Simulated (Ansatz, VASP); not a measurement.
# Two plane-wave programs on NaC8

```
Na C
1.0
     4.97704    0.00000    0.00000
    -2.48852    4.31024    0.00000
     0.00000    0.00000    4.47333
Na C
1 8
Direct
  0.00000 0.00000 0.50000
  0.33468 0.16734 0.00000
  0.33333 0.66667 0.00000
  0.83266 0.16734 0.00000
  0.83266 0.66532 0.00000
  0.16734 0.33468 0.00000
  0.16734 0.83266 0.00000
  0.66667 0.33333 0.00000
  0.66532 0.83266 0.00000
```

Alike in both runs: functional PBE; dispersion D3(BJ); k mesh 6 × 6 × 6; occupations gaussian, width 0.1 eV; no spin polarisation.

Ansatz relaxed the structure, and its values are those at the end. VASP's run is a single point on that final structure, the one shown.

|  | VASP | Ansatz |
| --- | --- | --- |
| version | VASP 6.6.1 | Ansatz 0.2.0 |
| potentials or method | VASP PAW PBE potentials, release 64 (Na_pv, C) | scalar-relativistic, plane waves, PAW |
| plane-wave cutoff (eV) | 520 | 420 |
| valence electrons in the cell | 39 | 41 |

Ansatz gave:

* gap on the k mesh at the Fermi level (eV): none
* pressure (GPa): 0.1

Question: What did VASP give for the same quantities?

Answer: gap on the k mesh at the Fermi level (eV): none; pressure (GPa): 0.3.

A gap of «none» marks a metal or a gap that the smearing closes. The two sets of potentials don't hold the same shells in valence.

Caveats: pairwise dispersion overbinds metals, which lowers pressure and volume.
